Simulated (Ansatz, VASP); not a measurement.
## Cross-check of Ni (Ni(111)) between VASP and Ansatz

Aim: how closely do two programs agree when they are given the same cell, functional and k mesh? The cell is taken from a series of runs on this material, whose earlier steps may have relaxed, scaled, displaced or heated it; both programs get it as it stands.

Method: plane waves, with VASP 6.6.1 beside it; PBE, in Ansatz 0.2.0.

### 1. Set-up

The cell holds 6 atoms: 6 Ni. Its edges and angles: a = 2.489 Å, b = 2.489 Å, c = 28.161 Å, α = 90.0°, β = 90.0°, γ = 60.0°. Vacuum lies along c.

### 2. Ansatz: single point, PBE

Ansatz runs on its default PAW (the set named soft_2) files.

A single point takes one fixed geometry, so differences don't come from the geometry; what else differs is listed under the comparison.

File input.yaml:

```yaml
crystal:
  lattice:
    - [2.4890158698, 0.0, 0.0]
    - [1.2445079349, 2.1555509736, 0.0]
    - [0.0, 0.0, 28.1613647377]
  atoms:
    - { symbol: Ni, position: [0.3333333333, 0.3333333333, 0.3195867844], spin: 0.7 }
    - { symbol: Ni, position: [0.6666666667, 0.6666666667, 0.3917520706], spin: 0.7 }
    - { symbol: Ni, position: [0.0, 0.0, 0.4639173569], spin: 0.7 }
    - { symbol: Ni, position: [0.3333333333, 0.3333333333, 0.5360826431], spin: 0.7 }
    - { symbol: Ni, position: [0.6666666667, 0.6666666667, 0.6082479294], spin: 0.7 }
    - { symbol: Ni, position: [0.0, 0.0, 0.6804132156], spin: 0.7 }
magnetization:
  spin_polarized: true
kpoints:
  mp_grid: { grid: [24, 24, 1] }
hamiltonian:
  xc: pbe
scf:
  occupations: { method: fermi_dirac, width: 0.1 }
  convergence: { dr2_threshold: 1.0e-10 }
efield:
  axis: 3
  dipole_correction: true
  ramp_position: 0.97
  ramp_width: 0.06
  amplitude: 0
output:
  forces: true
  write_potential: true
  write_density: true
  volumetric_format: npy
```

Launch:

```bash
ansatz run input.yaml --threads 4 --pin off --max-ram 6144MiB --backend cpu --events-out ev --progress --plain --runs-dir out
```

Numbers of over 12 decimals in the logs are rounded to 6 here.

Output:

```text
Engine: ansatz 0.2.0, aarch64-unknown-linux-gnu
Pseudopotentials: kind: paw
Pseudopotential: Ni, paw, valence charge 18, recommended cutoff 420 eV (normal), Ni.paw.azcp
Functional definition: PBE
  parameter kappa = 0.804
  parameter beta = 0.066725
  exchange = pbe_x(kappa = kappa, mu = beta*pi^2/3)
  correlation = pbe_c(beta = beta)
Crystal: 6 atoms, lattice volume = 151.091 Å³
Basis set: ecut = 420 eV, 2837 PW (Γ), exchange–correlation on 36×36×384 points (8 copies of the dense FFT grid, shifted against one another)
Bands: 68, of which v1, the nominal top of the filled ones, is band 54 counted from 1 (53 counted from 0)
Symmetry: 6 space group operations
k-points: 61 of 576 (time reversal used)
Non-local potential: Ni, projectors of the file, l = 0: 3, l = 1: 2, l = 2: 3, l = 3: 1
PAW form: soft (Blöchl's): semilocal exchange-correlation on the pseudo side does not see the compensation charge
PAW one-centre angular grid: Ni, 590 points (default); XC on 64 Gauss nodes
Initial density: superposition of atomic densities (neutral atoms: chi_scale 0, normalization atom)
Starting moments: Σ|m| = 4.2 μB on 6 of 6 sites
Initial wavefunctions: pseudopotential atomic-orbital guess
Functional: x = pbe(κ = 0.804, μ = 0.219515), c = pbe(β = 0.066725)
SCF iter   1: F=—  HF=-35031.975215 eV  |F-HF|=—  |Δ(HF+E_count)|=         —  Δρ=4.55e-2 (↑1.68e-2 ↓4.55e-2)  dr2=4.30e0  dr2_m=1.05e0  M=4.986 μB ∫|m|=5.279 μB  β_m=1.00  ethr=3.10e-3  p=0.000 e·Å  D=5.65e-13 V/Å  ΔV_dip=-0.00 eV  dr2_dipole=1.13e-7  V_vac-E_F(+/−)=7.26/7.26 eV  ⟨swp⟩=9.5  Hψ=40001  notcnv=0  defer=211
Mixer restart at iter 1: flushing history
efield: sawtooth ramp at fractional position 0.9700 (set: `efield.ramp_position`, or a place that a band, a saddle search or an elastic batch's reference lends), width 0.0600; the density the first Hamiltonian is built on has a dipole p = 0.000 e·Å; the dipole correction subtracts the counter field D = 5.65e-13 V/Å, which shifts the + side's vacuum level by -0.00 eV against the − side's; the planar-averaged density in the ramp window peaks in size at 5.3e-6 e/Å³
preconditioner: auto → LDOS  [metal: Δε(μ)=0.001 eV  Ē_g=7.728 eV  σ=0.100 eV  W_gap=0.00  n_scr=22 (ndim 8)  ℏωp=23.4 eV  f_vac=0.524  D(μ)=10.61/eV (n_scr^D=144)]
spin=Collinear: LDOS preconditioning applied to the charge; magnetization (m = ρ↑ − ρ↓) channel mixes plain (no charge-response kernel on spin).
SCF iter   2: F=—  HF=-35032.351876 eV  |F-HF|=—  |Δ(HF+E_count)|=   3.77e-1  Δρ=1.26e-2 (↑1.04e-2 ↓1.26e-2)  dr2=6.20e-1  dr2_m=1.03e-2  M=4.680 μB ∫|m|=5.197 μB  β_m=0.30  ethr=3.10e-3  p=0.000 e·Å  D=7.98e-6 V/Å  ΔV_dip=-0.00 eV  dr2_dipole=1.43e-7  V_vac-E_F(+/−)=6.43/6.43 eV  ⟨swp⟩=2.7  Hψ=14075  notcnv=0  defer=360
density mixer auto → msr1: a metal under ldos (density of states about μ 3.58 of a free-electron gas's, 22 screened modes)
SCF iter   3: F=—  HF=-35034.318625 eV  |F-HF|=—  |Δ(HF+E_count)|=    1.97e0  Δρ=9.20e-3 (↑5.03e-3 ↓9.20e-3)  dr2=1.77e-1  dr2_m=2.13e-2  M=4.554 μB ∫|m|=5.092 μB  β_m=0.51  ethr=5.74e-4  p=0.000 e·Å  D=4.35e-6 V/Å  ΔV_dip=-0.00 eV  dr2_dipole=1.04e-8  V_vac-E_F(+/−)=6.02/6.02 eV  ⟨swp⟩=2.7  Hψ=13219  notcnv=0  defer=352
SCF iter   4: F=—  HF=-35036.604165 eV  |F-HF|=—  |Δ(HF+E_count)|=    2.29e0  Δρ=1.30e-2 (↑3.70e-3 ↓1.30e-2)  dr2=2.20e-1  dr2_m=4.47e-2  M=4.178 μB ∫|m|=4.751 μB  β_m=0.76  ethr=1.63e-4  p=0.000 e·Å  D=2.81e-6 V/Å  ΔV_dip=-0.00 eV  dr2_dipole=2.62e-8  V_vac-E_F(+/−)=5.46/5.46 eV  ⟨swp⟩=3.0  Hψ=16996  notcnv=0  defer=345
SCF iter   5: F=—  HF=-35037.163812 eV  |F-HF|=—  |Δ(HF+E_count)|=   5.60e-1  Δρ=4.88e-3 (↑2.78e-3 ↓4.88e-3)  dr2=5.64e-2  dr2_m=2.92e-3  M=3.990 μB ∫|m|=4.555 μB  β_m=0.88  ethr=1.63e-4  p=-0.000 e·Å  D=-5.41e-6 V/Å  ΔV_dip=0.00 eV  dr2_dipole=1.09e-8  V_vac-E_F(+/−)=5.20/5.20 eV  ⟨swp⟩=2.9  Hψ=14978  notcnv=0  defer=367
SCF iter   6: F=—  HF=-35037.202343 eV  |F-HF|=—  |Δ(HF+E_count)|=   3.85e-2  Δρ=5.12e-3 (↑3.00e-3 ↓5.12e-3)  dr2=6.33e-2  dr2_m=3.27e-3  M=3.945 μB ∫|m|=4.517 μB  β_m=0.71  ethr=5.22e-5  p=0.000 e·Å  D=1.49e-5 V/Å  ΔV_dip=-0.00 eV  dr2_dipole=4.75e-7  V_vac-E_F(+/−)=5.19/5.19 eV  ⟨swp⟩=2.3  Hψ=16311  notcnv=0  defer=401
SCF iter   7: F=—  HF=-35037.192866 eV  |F-HF|=—  |Δ(HF+E_count)|=   9.48e-3  Δρ=1.15e-3 (↑5.01e-4 ↓1.15e-3)  dr2=2.81e-3  dr2_m=2.14e-4  M=3.936 μB ∫|m|=4.511 μB  β_m=0.60  ethr=5.22e-5  p=-0.000 e·Å  D=-6.89e-6 V/Å  ΔV_dip=0.00 eV  dr2_dipole=1.23e-7  V_vac-E_F(+/−)=5.12/5.12 eV  ⟨swp⟩=2.0  Hψ=13068  notcnv=0  defer=401
SCF iter   8: F=—  HF=-35037.192342 eV  |F-HF|=—  |Δ(HF+E_count)|=   5.24e-4  Δρ=3.91e-4 (↑3.91e-4 ↓3.41e-4)  dr2=2.58e-4  dr2_m=7.64e-5  M=3.926 μB ∫|m|=4.503 μB  β_m=0.77  ethr=2.60e-6  p=0.000 e·Å  D=3.08e-6 V/Å  ΔV_dip=-0.00 eV  dr2_dipole=4.16e-9  V_vac-E_F(+/−)=5.08/5.08 eV  ⟨swp⟩=3.3  Hψ=16399  notcnv=0  defer=401
[...]
SCF iter  16: F=—  HF=-35037.192565 eV  |F-HF|=—  |Δ(HF+E_count)|=  5.31e-10  Δρ=1.00e-6 (↑9.50e-7 ↓1.00e-6)  dr2=4.41e-9  dr2_m=4.33e-10  M=3.929 μB ∫|m|=4.510 μB  β_m=0.54  ethr=1.42e-11  p=0.000 e·Å  D=3.66e-7 V/Å  ΔV_dip=-0.00 eV  dr2_dipole=5.83e-10  V_vac-E_F(+/−)=5.07/5.07 eV  ⟨swp⟩=2.2  Hψ=13082  notcnv=0  defer=401
SCF iter  17: F=—  HF=-35037.192565 eV  |F-HF|=—  |Δ(HF+E_count)|=  6.40e-10  Δρ=6.88e-7 (↑2.34e-7 ↓6.88e-7)  dr2=7.41e-10  dr2_m=2.16e-10  M=3.929 μB ∫|m|=4.510 μB  β_m=0.66  ethr=4.08e-12  p=0.000 e·Å  D=1.02e-7 V/Å  ΔV_dip=-0.00 eV  dr2_dipole=1.67e-10  V_vac-E_F(+/−)=5.07/5.07 eV  ⟨swp⟩=2.0  Hψ=11766  notcnv=0  defer=401
SCF iter  18: F=—  HF=-35037.192565 eV  |F-HF|=—  |Δ(HF+E_count)|=  8.95e-10  Δρ=3.22e-7 (↑1.96e-7 ↓3.22e-7)  dr2=2.50e-10  dr2_m=3.12e-11  M=3.929 μB ∫|m|=4.510 μB  β_m=0.61  ethr=1.00e-12  p=-0.000 e·Å  D=-4.33e-8 V/Å  ΔV_dip=0.00 eV  dr2_dipole=5.42e-14  V_vac-E_F(+/−)=5.07/5.07 eV  ⟨swp⟩=2.0  Hψ=11596  notcnv=0  defer=401
SCF iter  19: F=—  HF=-35037.192565 eV  |F-HF|=—  |Δ(HF+E_count)|=  9.46e-11  Δρ=1.09e-7 (↑1.09e-7 ↓1.02e-7)  dr2=6.71e-11  dr2_m=8.52e-12  M=3.929 μB ∫|m|=4.510 μB  β_m=0.57  ethr=1.00e-12  p=0.000 e·Å  D=1.25e-8 V/Å  ΔV_dip=-0.00 eV  dr2_dipole=2.00e-11  V_vac-E_F(+/−)=5.07/5.07 eV  ⟨swp⟩=2.1  Hψ=10828  notcnv=0  defer=401
SCF iter  20: F=—  HF=-35037.192565 eV  |F-HF|=—  |Δ(HF+E_count)|=  1.46e-11  Δρ=1.08e-7 (↑5.08e-8 ↓1.08e-7)  dr2=1.09e-10  dr2_m=1.70e-12  M=3.929 μB ∫|m|=4.510 μB  β_m=0.68  ethr=1.00e-12  p=-0.000 e·Å  D=-9.98e-9 V/Å  ΔV_dip=0.00 eV  dr2_dipole=2.36e-11  V_vac-E_F(+/−)=5.07/5.07 eV  ⟨swp⟩=1.0  Hψ=8297  notcnv=0  defer=401
SCF iter  21: F=-35037.192565 eV  HF=-35037.192565 eV  |F-HF|=2.33e-10  |Δ(HF+E_count)|=  2.18e-10  Δρ=8.85e-8 (↑3.35e-8 ↓8.85e-8)  dr2=5.85e-11  dr2_m=1.27e-12  M=3.929 μB ∫|m|=4.510 μB  ethr=1.00e-12  p=-0.000 e·Å  D=-1.17e-8 V/Å  ΔV_dip=0.00 eV  dr2_dipole=2.25e-11  V_vac-E_F(+/−)=5.07/5.07 eV  ⟨swp⟩=14.7  Hψ=49734  notcnv=0
SCF 1 converged in 21 iterations: F = -35037.192565 eV  dr2 = 5.85e-11
  greatest PAW one-centre occupation: 1.001 electrons in one spin orbital (limit 2), on the Ni atom at site 0 (counted from 0), in its partial waves of l = 1
WARN: The output density's exchange-correlation potential varies sharply where the density is thin. Do not read a vacuum level from v_tot or v_xc, or from such a field of the output density. On a cell that repeats whose density bears no net charge and no dipole along the vacuum's axis use v_es (v_loc + v_h of the components); under efield.dipole_correction with no amplitude use v_es + v_field, which holds any externa [...]
SCF converged after 21 iterations
Magnetization: 3.9294 μB (55.9647 up, 52.0353 down)
Absolute magnetization: 4.5142 μB (∫|ρ↑−ρ↓|, with the PAW one-centre terms)
Spin contamination: 0.0556 ħ² per cell (⟨S²⟩ above its minimum at these occupations)
Per-site moments (μB) at R_I (Å): [(0.711881, 1.026719), (0.708517, 1.026719), (0.666147, 1.026719), (0.666147, 1.026719), (0.708517, 1.026719), (0.711881, 1.026719)]
Free energy (F): -35037.192565 eV
Harris-Foulkes:  -35037.192565 eV  (|F-HF|=2.33e-10)
Internal energy: -35036.851485 eV  (E = F + TS)
E sigma→0 (E₀):  -35037.022025 eV
Entropy (-TS):   -0.341080 eV (-56.847 meV/atom)
Fermi energy:    5.024663 eV
Dipole field:    D = -0.000007 V/Å  (p = -0.000006 e·Å, saw-weighted, corrected)
Work function:   Φ+ = 5.0696 eV   Φ− = 5.0694 eV
Levels:          The Fermi level and band energies are counted from a zero that moves with the ramp; work functions are not
--- Per-component energies (eV) ---
  E_band       = -3114.785207
  E_kinetic    = 1689.910063
  E_local      = -322373.686443  (includes V_loc(G=0)·N_el)
  E_nonlocal   = 3818.795682
  E_hartree    = 158780.262325
  E_xc         = -505.711575
  E_vxc        = -651.826206  (∫ρ·V_xc dr)
  E_paw        = -9782.303923  (= ΣΔE_a)
  E_vpaw       = -3158.507146  (= ΣTr[D̂ρ^β])
  E_aug_tail   = 0.003268  (compensation charges beyond the density's cutoff)
  E_efield     = 0.000000  (sawtooth field / dipole correction)
  E_vefield    = 0.000000  (∫n·V_field dr)
  E_ewald      = 133335.879118
  E_smearing   = -0.341080  (= −TS)
  E_closure    = -0.000000  (closes the sum)
  Σ components = -35037.192565   (vs F -35037.192565, Δ=0.00e0)
--- Forces (eV/Å), atoms counted from 1 ---
  atom   1  Ni     0.00000000     0.00000000     0.14544873
  atom   2  Ni    -0.00000000    -0.00000000    -0.13092999
  atom   3  Ni    -0.00000000     0.00000000    -0.02193723
  atom   4  Ni     0.00000000    -0.00000000     0.02193751
  atom   5  Ni     0.00000000     0.00000000     0.13093004
  atom   6  Ni    -0.00000000    -0.00000000    -0.14544810
  max |Σ_I F_I| component: 9.66e-7 eV/Å
--- Band table (eV; the first three rows and the last of 122) ---
  k-point 0 ↑: bands = [... 50 lower, 3.7307, 3.8607, 3.8607, 4.1088, 4.1088, 4.3132, 4.3132, 4.3992, ... 10 higher]
  k-point 1 ↑: bands = [... 50 lower, 3.7584, 3.8668, 3.8940, 4.0881, 4.1098, 4.1523, 4.2846, 4.3137, ... 10 higher]
  k-point 2 ↑: bands = [... 50 lower, 3.7557, 3.8378, 3.8535, 3.8823, 4.0327, 4.1123, 4.3148, 4.4050, ... 10 higher]
  k-point 60 ↓: bands = [... 50 lower, 5.0348, 5.1215, 5.1215, 5.1390, 10.0211, 10.0423, 10.0423, 10.3420, ... 10 higher]
```

In the SCF lines HF is the Harris–Foulkes energy and dr2 the Hartree energy of the density residual, in eV; the loop may stop once dr2 is under the threshold and the program's other checks hold. Hψ counts applications of the Hamiltonian.

(Continued in part 2 of 2.)

[Lines on the potential files, build, host, timing and source positions are cut from VASP's logs without a mark.]

[Logs are printed without paths, hosts, clocks, repeated set-up lines and the standing remarks that a program may print on its own settings, such as how far it seeks lower states.]

[Hosts, paths, dates, database ids (printed as entryN), source tags and the programs' standing remarks are cut or masked in the printed files.]
